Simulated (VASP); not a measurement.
```yaml
crystal:
  lattice:
    - [2.91119, 0.00000, 0.00000]
    - [0.00000, 2.91119, 0.00000]
    - [0.00000, 0.00000, 2.91119]
  atoms:
    - { symbol: Zn, position: [0.50000, 0.50000, 0.50000] }
    - { symbol: Cu, position: [0.00000, 0.00000, 0.00000] }
```

Method: r2SCAN+rVV10, VASP's PBE PAW potentials (set 64) (plane waves; VASP 6.6.1). Settings: 520 eV cut-off, 14×14×14 Γ-centred mesh, tetrahedra with Blöchl corrections, potentials Zn Cu.

Q: Predict the energy per atom (σ→0), band gap (over mesh and band path) with the smallest direct gap where there is one.

A: 
The band gap (over mesh and band path) is none (metal, semimetal or under 0.01 eV). The energy per atom (σ→0) comes out as -9.660 eV/atom.

The absolute energy has meaning only against runs of the same code, potentials and settings.

The compound is CuZn in the CsCl type structure. It was relaxed first. The electron count is odd and the run is not spin-polarised, which forces a metal.
